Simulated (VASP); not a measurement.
An input for Quantum ESPRESSO's pw.x (written as the equivalent of a VASP run, and not itself run):

```
&CONTROL
  calculation = 'scf'
  pseudo_dir = './pseudo'
  outdir = './out'
  tprnfor = .true.
  tstress = .true.
/
&SYSTEM
  ibrav = 0
  nat = 2
  ntyp = 2
  ecutwfc = 84
  occupations = 'smearing'
  smearing = 'gaussian'
  degauss = 0.009996
  input_dft = 'pbe'
/
&ELECTRONS
  conv_thr = 7.3e-08
  electron_maxstep = 100
/
ATOMIC_SPECIES
  In 114.818 In.upf
  As 74.922 As.upf
CELL_PARAMETERS angstrom
     0.0000000    3.0535600    3.0535600
     3.0535600    0.0000000    3.0535600
     3.0535600    3.0535600    0.0000000
ATOMIC_POSITIONS crystal
  In   0.7453990  0.7647340  0.7380410
  As   0.0046010 -0.0147340  0.0119590
K_POINTS automatic
  12 12 12 0 0 0
```

Problem. Translate this input to VASP (INCAR, KPOINTS, POSCAR, choice of POTCAR).

Solution. This is not unique; one that fits is 
### INCAR
```
ALGO=Normal
EDIFF=1E-6
ENCUT=300
GGA=PE
ISIF=2
ISMEAR=0
LASPH=.True.
LCHARG=.False.
LMAXMIX=4
LORBIT=11
LREAL=.False.
LWAVE=.False.
NEDOS=601
NELM=100
PREC=Accurate
SIGMA=0.136
SYSTEM=InAs
```

**KPOINTS**
```
Automatic mesh
0
Gamma
12 12 12
0 0 0
```

File POSCAR:
```
InAs
6.107120
  0.0000000000   0.5000000000   0.5000000000
  0.5000000000   0.0000000000   0.5000000000
  0.5000000000   0.5000000000   0.0000000000
In As
1 1
Cart
  0.7513875000   0.7417200000   0.7550665000
 -0.0013875000   0.0082800000  -0.0050665000
```

POTCAR, in this order: In_d As (PBE.64 set). Program: vasp_std.

What does not carry over: the potentials are each code's own (VASP's PAW set, PseudoDojo norm-conserving files in pw.x), so ENCUT and ecutwfc are chosen apart and not converted; conv_thr bounds pw.x's estimated SCF error, while EDIFF bounds the energy change between steps.

The structure comes from a computed database's InAs entry; how it stands against other phases isn't given here. The cell was not relaxed at this level, atoms are displaced from their ideal sites. The run is one of a series of settings (NEDOS = 601, KPOINTS 12×12×12 Γ-centred mesh against the base run), some of them coarse on purpose.
